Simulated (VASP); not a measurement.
Method: r2SCAN meta-GGA, VASP's PBE PAW potentials (set 64) (plane waves; VASP 6.6.1).

A VASP calculation is set up with these files.

**POSCAR**
```
FeAl
1.0
  2.8399328746   0.0000000000   0.0000000000
  0.0000000000   2.8399328746   0.0000000000
  0.0000000000   0.0000000000   2.8399328746
Al Fe
1 1
Cartesian
  1.4199664373   1.4199664373   1.4199664373
  0.0000000000   0.0000000000   0.0000000000
```

### KPOINTS
```
Automatic mesh
0
Gamma
12 12 12
0 0 0
```

### INCAR
```
! general
SYSTEM   =  FeAl
PREC     =  Accurate
ENCUT    =  480   ! plane-wave cut-off (eV)
LREAL    =  .False.
LASPH    =  .True.   ! aspherical one-centre terms

! electronic loop
EDIFF    =  1E-7   ! SCF stop (eV)
NELM     =  100   ! most electronic steps
ALGO     =  Normal   ! blocked Davidson
LMAXMIX  =  4   ! l cut-off of mixed one-centre charges
LMIXTAU  =  .True.

! smearing
ISMEAR   =  1
SIGMA    =  0.1   ! width (eV)

! functional
METAGGA  =  R2SCAN

! ions
IBRION   =  2   ! conjugate gradients
NSW      =  40
ISIF     =  3   ! ions, shape and volume
EDIFFG   =  -0.01   ! ionic stop
PSTRESS  =  20

! output
LWAVE    =  .False.
LCHARG   =  .False.
```

POTCAR, in this order: Al Fe (PBE.64 set). Program: vasp_std.

The resulting files:

**OUTCAR**
```
 ion  position               nearest neighbor table
   1  0.500  0.500  0.500-   2 2.46   2 2.46   2 2.46   2 2.46   2 2.46   2 2.46   2 2.46   2 2.46
  LATTYP: Found a simple cubic cell.
 ALAT       =     2.8399328746
 Subroutine PRICEL returns:
 Original cell was already a primitive cell.
 Subroutine GETGRP returns: Found 48 space group operations
The static configuration has the point symmetry O_h .
The dynamic configuration has the point symmetry O_h .
 Subroutine INISYM returns: Found 48 space group operations
 Subroutine IBZKPT returns following result:
 Found     84 irreducible k-points:

 Following reciprocal coordinates:
            Coordinates               Weight
  0.000000  0.000000  0.000000      1.000000
  0.083333  0.000000  0.000000      6.000000
  0.166667  0.000000  0.000000      6.000000
  0.250000  0.000000  0.000000      6.000000
  0.333333  0.000000  0.000000      6.000000
  0.416667  0.000000  0.000000      6.000000
  0.500000  0.000000  0.000000      3.000000
  0.083333  0.083333  0.000000     12.000000
  0.166667  0.083333  0.000000     24.000000
  0.250000  0.083333  0.000000     24.000000
...
```

### OSZICAR
```
       N       E                     dE             d eps       ncg     rms          rms(c)
DAV:   1     0.233981517299E+02    0.23398E+02   -0.49530E+03  1512   0.119E+03
DAV:   2    -0.235730452635E+02   -0.46971E+02   -0.45481E+02  1520   0.188E+02
DAV:   3    -0.247662384984E+02   -0.11932E+01   -0.11749E+01  1824   0.412E+01
DAV:   4    -0.247871071848E+02   -0.20869E-01   -0.20850E-01  1970   0.483E+00
DAV:   5    -0.247875906389E+02   -0.48345E-03   -0.48343E-03  1865   0.631E-01    0.161E+01
DAV:   6    -0.254651176150E+02   -0.67753E+00   -0.84825E+01  1699   0.156E+02    0.188E+01
DAV:   7    -0.212799389524E+02    0.41852E+01   -0.38661E+01  1715   0.875E+01    0.281E+00
DAV:   8    -0.212955819032E+02   -0.15643E-01   -0.19724E-01  1568   0.444E+00    0.210E+00
DAV:   9    -0.212915898695E+02    0.39920E-02   -0.21684E-01  1762   0.853E+00    0.785E-01
DAV:  10    -0.212843649671E+02    0.72249E-02   -0.72180E-02  1710   0.488E+00    0.176E-01
DAV:  11    -0.212859321899E+02   -0.15672E-02   -0.73630E-03  1606   0.157E+00    0.127E-01
DAV:  12    -0.212860366280E+02   -0.10444E-03   -0.72878E-04  1649   0.473E-01    0.255E-02
DAV:  13    -0.212860574353E+02   -0.20807E-04   -0.78714E-05  2149   0.128E-01    0.141E-02
DAV:  14    -0.212860595418E+02   -0.21064E-05   -0.13210E-05  1908   0.572E-02    0.513E-03
DAV:  15    -0.212860578069E+02    0.17349E-05   -0.72663E-07  1655   0.117E-02    0.159E-03
DAV:  16    -0.212860573833E+02    0.42358E-06   -0.30757E-08   788   0.315E-03    0.458E-04
DAV:  17    -0.212860573868E+02   -0.34855E-08   -0.14484E-08   780   0.196E-03
   1 F= -.21000138E+02 E0= -.21000036E+02  d E =-.210001E+02
       N       E                     dE             d eps       ncg     rms          rms(c)
DAV:   1    -0.213247960417E+02   -0.38739E-01   -0.84305E-01  1576   0.183E+01    0.193E+00
DAV:   2    -0.213468852419E+02   -0.22089E-01   -0.14055E+00  1747   0.194E+01    0.206E+00
DAV:   3    -0.212810750527E+02    0.65810E-01   -0.48187E-01  1779   0.113E+01    0.217E-01
DAV:   4    -0.212805103291E+02    0.56472E-03   -0.18688E-03  1553   0.420E-01    0.689E-02
DAV:   5    -0.212804531693E+02    0.57160E-04   -0.47657E-04  1967   0.328E-01    0.300E-02
DAV:   6    -0.212804573756E+02   -0.42063E-05   -0.32343E-04  1638   0.328E-01    0.313E-02
DAV:   7    -0.212804347937E+02    0.22582E-04   -0.18004E-04  1658   0.234E-01    0.922E-03
DAV:   8    -0.212804403524E+02   -0.55587E-05   -0.12562E-05  1619   0.575E-02    0.202E-03
DAV:   9    -0.212804405788E+02   -0.22641E-06   -0.93448E-08   945   0.334E-03    0.115E-03
DAV:  10    -0.212804409022E+02   -0.32341E-06   -0.45239E-08   774   0.315E-03    0.393E-04
DAV:  11    -0.212804409501E+02   -0.47828E-07   -0.80305E-09   765   0.129E-03
   2 F= -.20999760E+02 E0= -.20999665E+02  d E =0.377711E-03
       N       E                     dE             d eps       ncg     rms          rms(c)
DAV:   1    -0.212977975690E+02   -0.17357E-01   -0.24916E-01  1574   0.997E+00    0.105E+00
DAV:   2    -0.213060102248E+02   -0.82127E-02   -0.44313E-01  1788   0.108E+01    0.116E+00
DAV:   3    -0.212848567143E+02    0.21154E-01   -0.14505E-01  1780   0.628E+00    0.112E-01
DAV:   4    -0.212847427264E+02    0.11399E-03   -0.56720E-04  1566   0.273E-01    0.538E-02
DAV:   5    -0.212847169628E+02    0.25764E-04   -0.33273E-04  1835   0.299E-01    0.161E-02
DAV:   6    -0.212847230002E+02   -0.60373E-05   -0.11803E-04  1653   0.199E-01    0.186E-02
DAV:   7    -0.212847166284E+02    0.63718E-05   -0.44746E-05  1640   0.119E-01    0.133E-03
DAV:   8    -0.212847170993E+02   -0.47092E-06   -0.12221E-06  1602   0.162E-02    0.185E-03
DAV:   9    -0.212847172733E+02   -0.17401E-06   -0.34954E-08   768   0.225E-03    0.961E-04
DAV:  10    -0.212847171306E+02    0.14269E-06   -0.88267E-09   763   0.140E-03    0.505E-04
DAV:  11    -0.212847169697E+02    0.16090E-06   -0.80960E-09   762   0.133E-03    0.590E-05
DAV:  12    -0.212847169530E+02    0.16662E-07   -0.13833E-09   762   0.577E-04
   3 F= -.21001215E+02 E0= -.21001117E+02  d E =-.107734E-02
```

**OUTCAR**
```
------------------------ aborting loop because EDIFF is reached ----------------------------------------
  FORCE on cell =-STRESS in cart. coord.  units (eV):
  Direction    XX          YY          ZZ          XY          YZ          ZX
  --------------------------------------------------------------------------------------
  Total        0.2758421      0.2758421      0.2758421     -0.0000000     -0.0000000      0.0000000
  in kB       19.4596460     19.4596460     19.4596460     -0.0000000     -0.0000000      0.0000000
  external PRESSURE =      -0.5403540 kB  Pullay stress =      20.0000000 kB
  volume of cell :       22.71
      direct lattice vectors                 reciprocal lattice vectors
     2.831905240 -0.000000000  0.000000000     0.353119160  0.000000000  0.000000000
    -0.000000000  2.831905240  0.000000000     0.000000000  0.353119160  0.000000000
    -0.000000000  0.000000000  2.831905240    -0.000000000 -0.000000000  0.353119160
 POSITION                                       TOTAL-FORCE (eV/Angst)
 -----------------------------------------------------------------------------------
      1.41595      1.41595      1.41595        -0.000000      0.000000      0.000000
      0.00000      0.00000      0.00000         0.000000      0.000000      0.000000
 -----------------------------------------------------------------------------------
    total drift:                               -0.000000      0.000000     -0.000000
  FREE ENERGIE OF THE ION-ELECTRON SYSTEM (eV)
  ---------------------------------------------------
  free  energy   TOTEN  =       -21.2847169530 eV

  energy  without entropy=      -21.2844226046  energy(sigma->0) =      -21.28461884
  enthalpy is  TOTEN    =       -21.0012153203 eV   P V=        0.2835016327

 reached required accuracy - stopping structural energy minimisation
```
(Selected blocks of OUTCAR.)

**CONTCAR**
```
FeAl
   1.00000000000000
     2.8319052396961868   -0.0000000000000000    0.0000000000000000
    -0.0000000000000000    2.8319052396961868    0.0000000000000000
    -0.0000000000000000    0.0000000000000000    2.8319052396961868
  Al              Fe
     1     1
Direct
     0.5000000000000000    0.5000000000000000    0.5000000000000000
     0.0000000000000000    0.0000000000000000    0.0000000000000000
```

The compound is FeAl in the CsCl type structure. This run relaxes it under an external pressure of 2 GPa. Symmetry was kept, so distortions that lower it aren't found. The run is not spin-polarised, so no magnetic state was tried. The electron count is odd and the run is not spin-polarised, which forces a metal.
